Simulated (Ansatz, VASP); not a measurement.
**Y2SiF2: VASP beside Ansatz**

File INCAR:

```
PREC = Accurate
ENCUT = 600
EDIFF = 1E-6
ISMEAR = 0
SIGMA = 0.1
LREAL = False
LASPH = True
NELM = 60
ALGO = Normal
ISIF = 3
LWAVE = False
LCHARG = False
GGA = PE
IBRION = 2
NSW = 90
EDIFFG = -0.04
```

File KPOINTS:

```
Automatic mesh
0
Gamma
  4 4 4
```

Contents of POSCAR:

```
Y2SiF2
1.0
    3.8096786900      0.0000000000      0.0000000000
    0.0000000000      3.8096786900      0.0000000000
    0.0000000000      0.0000000000      6.2642987800
Y Si F
2 1 2
Direct
    0.5000000000      0.0000000000      0.1254274600
    0.0000000000      0.5000000000      0.1254274600
    0.5000000000      0.5000000000      0.5388014900
    0.0000000000      0.0000000000      0.4127107100
    0.5000000000      0.5000000000      0.2739013300
```

Input for Ansatz:

```yaml
crystal:
  lattice:
    - [3.80967869, 0.0, 0.0]
    - [0.0, 3.80967869, 0.0]
    - [0.0, 0.0, 6.26429878]
  atoms:
    - { symbol: "Y", position: [0.5, 0.0, 0.12542746] }
    - { symbol: "Y", position: [0.0, 0.5, 0.12542746] }
    - { symbol: Si, position: [0.5, 0.5, 0.53880149] }
    - { symbol: F, position: [0.0, 0.0, 0.41271071] }
    - { symbol: F, position: [0.5, 0.5, 0.27390133] }
basis:
  ecutwfc: 420
kpoints:
  mp_grid: { grid: [4, 4, 4] }
hamiltonian:
  xc: pbe
scf:
  occupations: { method: gaussian, width: 0.1 }
  lower_state_search: "off"
output:
  forces: true
  stress: true
  eigenvalues: true
relax:
  adjacent_minimum: "off"
  f_tol: 0.04
  max_steps: 70
  cell: { stress_tol: 0.4 }
```

Alike in both runs: task relaxation of cell and atoms; functional PBE; k mesh 4 × 4 × 4; occupations gaussian, width 0.1 eV; no spin polarisation.

```csv
,VASP,Ansatz
version,VASP 6.6.1,Ansatz 0.2.0
potentials or method,"VASP PAW PBE potentials, release 64 (Y_sv, Si, F)","scalar-relativistic, plane waves, PAW"
plane-wave cutoff (eV),600,420
valence electrons in the cell,40,40
```

Ansatz gave:

* gap on the k mesh at the Fermi level, each at its own relaxed structure (eV): none
* relaxed volume (Å³/atom): 21.59
* relaxed cell length with the largest relative difference (Å): 4.783
* energy change over the relaxation (meV/atom): -1997

Task: Which values does VASP return?

Result: gap on the k mesh at the Fermi level, each at its own relaxed structure (eV): none; relaxed volume (Å³/atom): 21.21; relaxed cell length with the largest relative difference (Å): 4.723; energy change over the relaxation (meV/atom): -1971.

A gap of «none» marks a metal or a gap that the smearing closes.

Caveats: the k mesh is coarse (spacing up to 0.41 Å⁻¹), so the values aren't converged; the volume moved by over 15 % at a fixed basis, so the end points are rough (VASP).
